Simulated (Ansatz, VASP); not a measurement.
## Cross-check of PtSe2 between VASP and Ansatz

Aim: how closely do two programs agree when they are given the same cell, functional and k mesh? The structure shown is the end of the Ansatz relaxation below.

Calculated with Ansatz 0.2.0; plane waves, with VASP 6.6.1 beside it; single point at PBE with D3(BJ).

### Step 1. Starting point

The cell holds 9 atoms: 3 Pt and 6 Se. Its edges and angles: a = 3.747 Å, b = 3.747 Å, c = 27.629 Å, α = 90.0°, β = 90.0°, γ = 120.0°. Vacuum lies along c.

Coordinates:

```cif
data_structure
_symmetry_space_group_name_H-M 'P 1'
_symmetry_Int_Tables_number 1
_cell_length_a 3.7469
_cell_length_b 3.7469
_cell_length_c 27.6286
_cell_angle_alpha 90.000
_cell_angle_beta 90.000
_cell_angle_gamma 120.000
_cell_volume 335.92
loop_
_atom_site_label
_atom_site_type_symbol
_atom_site_fract_x
_atom_site_fract_y
_atom_site_fract_z
_atom_site_occupancy
Pt1 Pt 0.00000 0.00000 0.32313 1
Pt2 Pt 0.00000 0.00000 0.50000 1
Pt3 Pt 0.00000 0.00000 0.67687 1
Se4 Se 0.66667 0.33333 0.27553 1
Se5 Se 0.33333 0.66667 0.36952 1
Se6 Se 0.66667 0.33333 0.45316 1
Se7 Se 0.33333 0.66667 0.54684 1
Se8 Se 0.66667 0.33333 0.63048 1
Se9 Se 0.33333 0.66667 0.72447 1
```

### Step 2. Ansatz: relaxation, PBE with D3(BJ)

Ansatz runs on its PAW soft_1 files.

This run makes the geometry at which the two programs are then compared.

input.yaml reads:

```yaml
crystal:
  lattice:
    - [3.7278, 0.0, 0.0]
    - [-1.8639, 3.2283695, 0.0]
    - [0.0, 0.0, 27.628563]
  atoms:
    - { symbol: Pt, position: [0.0, 0.0, 0.31789498] }
    - { symbol: Pt, position: [0.0, 0.0, 0.5] }
    - { symbol: Pt, position: [0.0, 0.0, 0.68210502] }
    - { symbol: Se, position: [0.66666667, 0.33333333, 0.2714582] }
    - { symbol: Se, position: [0.33333333, 0.66666667, 0.36433176] }
    - { symbol: Se, position: [0.66666667, 0.33333333, 0.45356322] }
    - { symbol: Se, position: [0.33333333, 0.66666667, 0.54643678] }
    - { symbol: Se, position: [0.66666667, 0.33333333, 0.63566824] }
    - { symbol: Se, position: [0.33333333, 0.66666667, 0.7285418] }
kpoints:
  mp_grid: { grid: [10, 10, 2] }
scf:
  occupations: { method: fermi_dirac, width: 0.02 }
hamiltonian:
  xc: pbe
  pseudopotentials: { kind: paw, azcp: { folder: soft_1 } }
  dispersion: d3bj
basis:
  ecutwfc: 600
output:
  forces: true
  stress: true
relax:
  f_tol: 0.005
  max_steps: 70
  cell: { stress_tol: 0.02, p_target: 0, fix: [c, alpha, beta, gamma] }
```

The run is started by

```console
> ansatz run input.yaml --threads 4 --pin off --max-ram 10240MiB --backend cpu --events-out ev --progress --plain --runs-dir out
```

Numbers of over 12 decimals in the logs are rounded to 6 here.

The log of the run:

```text
Warning: crystal.symmetry: narrowed to the stabiliser of the fixed cell quantities (relax.cell.fix) — unitary ops 12 → 4. The narrowing is safe, since a smaller group never makes results wrong: the run goes on under it, on as many k-points as the starting group would need, or more. Excluded: 8 operations that would move a fixed cell quantity at a test strain (relax.cell.fix fixes c, alpha, beta, gamma). The cell can leave their symmetry as it relaxes.
Engine: ansatz 0.2.0, aarch64-unknown-linux-gnu
Pseudopotentials: kind: paw
Pseudopotential: Pt, paw, valence charge 18, recommended cutoff 420 eV (normal), soft_1/Pt.paw.azcp
Pseudopotential: Se, paw, valence charge 16, recommended cutoff 420 eV (normal), soft_1/Se.paw.azcp
Functional definition: PBE
  parameter kappa = 0.804
  parameter beta = 0.066725
  exchange = pbe_x(kappa = kappa, mu = beta*pi^2/3)
  correlation = pbe_c(beta = beta)
Crystal: 9 atoms, lattice volume = 332.502 Å³
Basis set: ecut = 600 eV, 11133 PW (Γ), exchange–correlation on 60×60×450 points (8 copies of the dense FFT grid, shifted against one another)
Bands: 90, of which v1, the nominal top of the filled ones, is band 75 counted from 1 (74 counted from 0)
Symmetry: 4 space group operations
k-points: 62 of 200
Non-local potential: Pt, projectors of the file, l = 0: 3, l = 1: 2, l = 2: 2, l = 3: 1
Non-local potential: Se, projectors of the file, l = 0: 2, l = 1: 2, l = 2: 3, l = 3: 1
PAW form: soft (Blöchl's): semilocal exchange-correlation on the pseudo side does not see the compensation charge
PAW one-centre angular grid: Pt, 590 points (default); XC on 64 Gauss nodes
PAW one-centre angular grid: Se, 590 points (default); XC on 64 Gauss nodes
Initial density: superposition of atomic densities (neutral atoms: chi_scale 0, normalization atom)
Initial wavefunctions: pseudopotential atomic-orbital guess
Functional: x = pbe(κ = 0.804, μ = 0.219515), c = pbe(β = 0.066725)
SCF iter   1: F=—  HF=-70398.025972 eV  |F-HF|=—  |Δ(HF+E_count)|=         —  Δρ=5.87e-2  dr2=1.27e1  ethr=3.10e-3  ⟨swp⟩=7.2  Hψ=21663  notcnv=0  defer=74
preconditioner: auto → Resta (q_TF=auto, 2.389 Å⁻¹)  ε∞=3.9  [insulator: Δε(μ)=0.761 eV  Ē_g=9.686 eV  σ=0.020 eV  W_gap=1.00  n_scr=98 (ndim 8)  ℏωp=16.5 eV  f_vac=0.442  D(μ)=0.00/eV (n_scr^D=0)  ε∞_Penn≈3.9  vacuum switching on, ρ_ref=6.8e-3 e/Å³]
SCF iter   2: F=—  HF=-70396.164158 eV  |F-HF|=—  |Δ(HF+E_count)|=    1.86e0  Δρ=2.23e-2  dr2=2.49e0  ethr=3.10e-3  ⟨swp⟩=3.1  Hψ=11677  notcnv=0  defer=558
preconditioner: auto → LDOS  [insulator: Δε(μ)=0.080 eV  Ē_g=9.978 eV  σ=0.020 eV  W_gap=0.74  n_scr=98 (ndim 8)  ℏωp=16.5 eV  f_vac=0.444  D(μ)=1.59/eV (n_scr^D=8)  ε∞_Penn≈3.7  β→1.0]
SCF iter   3: F=—  HF=-70395.761808 eV  |F-HF|=—  |Δ(HF+E_count)|=   4.02e-1  Δρ=6.53e-3  dr2=7.76e-2  ethr=1.66e-3  ⟨swp⟩=2.0  Hψ=7800  notcnv=0  defer=558
SCF iter   4: F=—  HF=-70395.764525 eV  |F-HF|=—  |Δ(HF+E_count)|=   2.72e-3  Δρ=1.93e-3  dr2=2.97e-2  ethr=5.17e-5  ⟨swp⟩=3.4  Hψ=11334  notcnv=0  defer=558
SCF iter   5: F=—  HF=-70395.755396 eV  |F-HF|=—  |Δ(HF+E_count)|=   9.13e-3  Δρ=3.60e-4  dr2=1.66e-3  ethr=1.98e-5  ⟨swp⟩=2.5  Hψ=8560  notcnv=0  defer=558
SCF iter   6: F=—  HF=-70395.755503 eV  |F-HF|=—  |Δ(HF+E_count)|=   1.07e-4  Δρ=2.72e-4  dr2=2.12e-3  ethr=1.11e-6  ⟨swp⟩=2.1  Hψ=7056  notcnv=0  defer=558
SCF iter   7: F=—  HF=-70395.755372 eV  |F-HF|=—  |Δ(HF+E_count)|=   1.31e-4  Δρ=5.91e-5  dr2=2.56e-5  ethr=1.11e-6  ⟨swp⟩=2.0  Hψ=5998  notcnv=0  defer=558
SCF iter   8: F=—  HF=-70395.755537 eV  |F-HF|=—  |Δ(HF+E_count)|=   1.65e-4  Δρ=1.45e-5  dr2=9.52e-7  ethr=1.71e-8  ⟨swp⟩=2.7  Hψ=10205  notcnv=0  defer=558
SCF iter   9: F=—  HF=-70395.755538 eV  |F-HF|=—  |Δ(HF+E_count)|=   7.50e-7  Δρ=9.89e-6  dr2=6.73e-7  ethr=6.67e-11  ⟨swp⟩=5.9  Hψ=21812  notcnv=0
SCF iter  10: F=-70395.755538 eV  HF=-70395.755538 eV  |F-HF|=4.25e-9  |Δ(HF+E_count)|=   7.17e-8  Δρ=3.13e-6  dr2=4.28e-8  ethr=6.67e-11  ⟨swp⟩=3.0  Hψ=19564  notcnv=0
SCF 1 converged in 10 iterations: F = -70395.755538 eV  dr2 = 4.28e-8
  greatest PAW one-centre occupation: 1.000 electrons in one spin orbital (limit 2), on the Pt atom at site 1 (counted from 0), in its partial waves of l = 0
relax step   1: F+E_penalty+E_count = -70395.75553773 eV  Δ(F+E_penalty+E_count) = +0.000e0 eV  max|allowed force component| = 4.326e-1 eV/Å  Δτ_max = 0.0000 Å  P = +1.065 GPa  Ω = 332.502 Å³  fix = [c, alpha, beta, gamma]  reactions: c +0.824 GPa; alpha -0.000, beta +0.000, gamma -0.000 GPa/rad  (10 SCF iters, dr2 threshold 1.00e-7 eV, accepted)
[...]
relax step   4: F+E_penalty+E_count = -70395.79737844 eV  Δ(F+E_penalty+E_count) = -1.410e-3 eV  max|allowed force component| = 6.619e-3 eV/Å  Δτ_max = 0.0347 Å  P = +0.017 GPa  Ω = 335.707 Å³  energy of the carried Pulay correction = -5.946e-5 eV  fix = [c, alpha, beta, gamma]  reactions: c -0.024 GPa; alpha +0.000, beta -0.000, gamma +0.000 GPa/rad  (8 SCF iters, dr2 threshold 4.22e-8 eV, accepted)
[...]
relax step   5: F+E_penalty+E_count = -70395.79746438 eV  Δ(F+E_penalty+E_count) = -8.593e-5 eV  max|allowed force component| = 1.226e-3 eV/Å  Δτ_max = 0.0076 Å  P = -0.004 GPa  Ω = 335.918 Å³  energy of the carried Pulay correction = -6.335e-5 eV  fix = [c, alpha, beta, gamma]  reactions: c -0.023 GPa; alpha -0.000, beta +0.000, gamma -0.000 GPa/rad  (7 SCF iters, dr2 threshold 3.43e-9 eV, accepted)
[...]
relax step   6: F+E_penalty+E_count = -70395.79752872 eV  Δ(F+E_penalty+E_count) = -6.434e-5 eV  max|allowed force component| = 1.236e-3 eV/Å  Δτ_max = 0.0000 Å  P = -0.004 GPa  Ω = 335.918 Å³  fix = [c, alpha, beta, gamma]  reactions: c -0.023 GPa; alpha -0.000, beta +0.000, gamma -0.000 GPa/rad  stress off target by 6.07e-3 GPa on what of the cell is left free  SCF on the basis re-selected at this cell (its energy is not comparable with the rows above)  (6 SCF iters)
basis re-selected at this cell: Δ(F+E_penalty+E_count) = -6.434e-5 eV, ΔP = -0.000 GPa vs the last step (what re-selecting the basis moved, of the pressure what is left beyond the Pulay correction that the steps carried, after the strain that the cell walked since its last selection, with what the two solves' SCF thresholds leave and, on support functions, any second-order correction that the steps lacked; it is no m [...]
SCF converged after 6 iterations
Free energy (F): -70395.797529 eV
Harris-Foulkes:  -70395.797529 eV  (|F-HF|=1.70e-9)
Internal energy: -70395.795307 eV  (E = F + TS)
E sigma→0 (E₀):  -70395.796418 eV
Entropy (-TS):   -0.002222 eV (-0.247 meV/atom)
Fermi energy:    4.895766 eV
--- Per-component energies (eV) ---
  E_band       = -4127.917028
  E_kinetic    = 2452.168232
  E_local      = -198444.537797  (includes V_loc(G=0)·N_el)
  E_nonlocal   = -1512.297631
  E_hartree    = 98410.287150
  E_xc         = -1208.209323
  E_vxc        = -1357.429780  (∫ρ·V_xc dr)
  E_paw        = -41234.073248  (= ΣΔE_a)
  E_vpaw       = -2086.395363  (= ΣTr[D̂ρ^β])
  E_aug_tail   = 0.000746  (compensation charges beyond the density's cutoff)
  E_ewald      = 71144.643647
  E_disp       = -3.777084  (pairwise vdW)
  E_smearing   = -0.002222  (= −TS)
  E_closure    = -0.000000  (closes the sum)
  Σ components = -70395.797529   (vs F -70395.797529, Δ=0.00e0)
--- Forces (eV/Å), atoms counted from 1 ---
  atom   1  Pt    -0.00000000     0.00000000    -0.00004371
  atom   2  Pt    -0.00000000     0.00000000     0.00000000
  atom   3  Pt     0.00000000    -0.00000000     0.00004371
  atom   4  Se     0.00000001    -0.00000001     0.00123588
  atom   5  Se    -0.00000000     0.00000000     0.00110378
  atom   6  Se     0.00000001    -0.00000001    -0.00017171
  atom   7  Se    -0.00000001     0.00000001     0.00017171
  atom   8  Se     0.00000000    -0.00000000    -0.00110378
  atom   9  Se    -0.00000001     0.00000001    -0.00123588
  max |Σ_I F_I| component: 2.17e-19 eV/Å
--- Stress (GPa, compression-positive) ---
        0.006067       0.000000      -0.000000
        0.000000       0.006067       0.000000
       -0.000000       0.000000      -0.022896
  P = ⅓ Tr σ = -0.0036 GPa (-0.036 kbar)
--- Relaxed structure (5 steps of the walk, 5 accepted, 1 SCFs on fresh bases) ---
  F+E_penalty+E_count = -70395.79752872 eV   max|allowed force component| = 1.236e-3 eV/Å   (the final SCF, on the basis selected at the relaxed cell)
  cell:  # Å, volume = 335.9180 Å³
    - [3.746900, -6.869866782531737e-19, 0]
    - [-1.873450, 3.244911, 0]
    - [0, 0, 27.628563]
  atoms:
    - { symbol: Pt, position: [4.455333822544557e-10, -4.455333822544562e-10, 0.323128] }
    - { symbol: Pt, position: [0, 0, 0.5] }
    - { symbol: Pt, position: [-4.455333822544557e-10, 4.455333822544562e-10, 0.676872] }
    - { symbol: Se, position: [0.666667, 0.333333, 0.275534] }
    - { symbol: Se, position: [0.333333, 0.666667, 0.369518] }
    - { symbol: Se, position: [0.666667, 0.333333, 0.453156] }
    - { symbol: Se, position: [0.333333, 0.666667, 0.546844] }
    - { symbol: Se, position: [0.666667, 0.333333, 0.630482] }
    - { symbol: Se, position: [0.333333, 0.666667, 0.724466] }
```

In the SCF lines HF is the Harris–Foulkes energy and dr2 the Hartree energy of the density residual, in eV; the loop may stop once dr2 is under the threshold and the program's other checks hold. Hψ counts applications of the Hamiltonian.

### Step 3. VASP: single point, PBE with D3(BJ)

The same cell, functional, mesh and smearing now go to VASP, with its own data sets.

Lines of VASP's logs that name or quote its potential files are left out, and so is its time.

INCAR reads:

```
SYSTEM = PtSe2
PREC = Accurate
ENCUT = 500
EDIFF = 1E-06
NELM = 120
ISMEAR = -1
SIGMA = 0.02
LREAL = .FALSE.
ALGO = Normal
GGA = PE
IVDW = 12
NBANDS = 42
LASPH = .TRUE.
LORBIT = 11
LWAVE = .FALSE.
LCHARG = .FALSE.
ISIF = 2
GGA_COMPAT = .FALSE.
KPAR = 2
```

POSCAR reads:

```
PtSe2
1.0
    3.7469004918      0.0000000000      0.0000000000
   -1.8734502459      3.2449110113      0.0000000000
    0.0000000000      0.0000000000     27.6285630000
Pt Se
3 6
Direct
    0.0000000004      0.9999999996      0.3231279616
    0.0000000000      0.0000000000      0.5000000000
    0.9999999996      0.0000000004      0.6768720384
    0.6666666669      0.3333333331      0.2755338155
    0.3333333339      0.6666666661      0.3695183640
    0.6666666664      0.3333333336      0.4531564393
    0.3333333336      0.6666666664      0.5468435607
    0.6666666661      0.3333333339      0.6304816360
    0.3333333331      0.6666666669      0.7244661845
```

KPOINTS reads:

```
Automatic mesh
0
Gamma
10 10 2
0 0 0
```

The projector-augmented-wave data sets are Pt and Se (PBE family, release 64).

The run is started by

```console
> mpirun -np 2 vasp_std
```

The log of the run:

```text
[banner, memory and clock lines left out]
running    2 mpi-ranks, on    1 nodes
 distrk:  each k-point on    1 cores,    2 groups
 distr:  one band on    1 cores,    1 groups

 POSCAR found type information on POSCAR PtSe
 POSCAR found :  2 types and       9 ions
 LDA part: xc-table for (Slater+PW92), standard interpolation
 POSCAR, INCAR and KPOINTS ok, starting setup
 FFT: planning ... GRIDC
 FFT: planning ... GRID_SOFT
 FFT: planning ... GRID
 WAVECAR not read
 entering main loop
       N       E                     dE             d eps       ncg     rms          rms(c)
DAV:   1     0.458009888644E+03    0.45801E+03   -0.26555E+04  2352   0.127E+03
DAV:   2    -0.177344825301E+01   -0.45978E+03   -0.43893E+03  3054   0.243E+02
DAV:   3    -0.437742094001E+02   -0.42001E+02   -0.40739E+02  2892   0.751E+01
DAV:   4    -0.449969750128E+02   -0.12228E+01   -0.12112E+01  2832   0.136E+01
DAV:   5    -0.450349736170E+02   -0.37999E-01   -0.37944E-01  3008   0.225E+00    0.211E+01
DAV:   6    -0.432916313371E+02    0.17433E+01   -0.12747E+01  2598   0.241E+01    0.129E+01
DAV:   7    -0.428435176333E+02    0.44811E+00   -0.38674E+00  2500   0.144E+01    0.533E+00
DAV:   8    -0.426931557786E+02    0.15036E+00   -0.32592E-01  2706   0.393E+00    0.136E+00
DAV:   9    -0.426759719021E+02    0.17184E-01   -0.99951E-02  2798   0.205E+00    0.385E-01
DAV:  10    -0.426763744524E+02   -0.40255E-03   -0.11199E-02  2750   0.612E-01    0.260E-01
DAV:  11    -0.426764988820E+02   -0.12443E-03   -0.75754E-04  2830   0.142E-01    0.209E-01
DAV:  12    -0.426766076730E+02   -0.10879E-03   -0.68582E-04  2556   0.149E-01    0.356E-02
DAV:  13    -0.426765977880E+02    0.98850E-05   -0.83981E-05  2912   0.746E-02    0.207E-02
DAV:  14    -0.426766057493E+02   -0.79613E-05   -0.18049E-05  2676   0.180E-02    0.140E-02
DAV:  15    -0.426766153600E+02   -0.96106E-05   -0.66792E-06  2618   0.134E-02    0.544E-03
DAV:  16    -0.426766258535E+02   -0.10494E-04   -0.43722E-06  2442   0.101E-02    0.294E-03
DAV:  17    -0.426766356320E+02   -0.97784E-05   -0.14403E-06  1868   0.460E-03    0.181E-03
DAV:  18    -0.426766435474E+02   -0.79154E-05   -0.11608E-06  1800   0.272E-03    0.105E-03
DAV:  19    -0.426766477964E+02   -0.42490E-05   -0.32146E-07  1912   0.135E-03    0.651E-04
DAV:  20    -0.426766518754E+02   -0.40790E-05   -0.27980E-07  1850   0.125E-03    0.554E-04
DAV:  21    -0.426766541066E+02   -0.22312E-05   -0.50044E-08  1786   0.560E-04    0.353E-04
DAV:  22    -0.426766565366E+02   -0.24300E-05   -0.49432E-08  1614   0.716E-04    0.365E-04
DAV:  23    -0.426766576212E+02   -0.10846E-05   -0.25018E-08  1618   0.342E-04    0.229E-04
DAV:  24    -0.426766578451E+02   -0.22390E-06   -0.82192E-09  1538   0.225E-04
   1 F= -.46453182E+02 E0= -.46451936E+02  d E =-.249137E-02
```

(Part 1 of 2 ends here.)

[Lines on the potential files, build, host, timing and source positions are cut from VASP's logs without a mark.]

[Logs are printed without paths, hosts, clocks, repeated set-up lines and the standing remarks that a program may print on its own settings, such as how far it seeks lower states.]

[Hosts, paths, dates, database ids (printed as entryN), source tags and the programs' standing remarks are cut or masked in the printed files.]
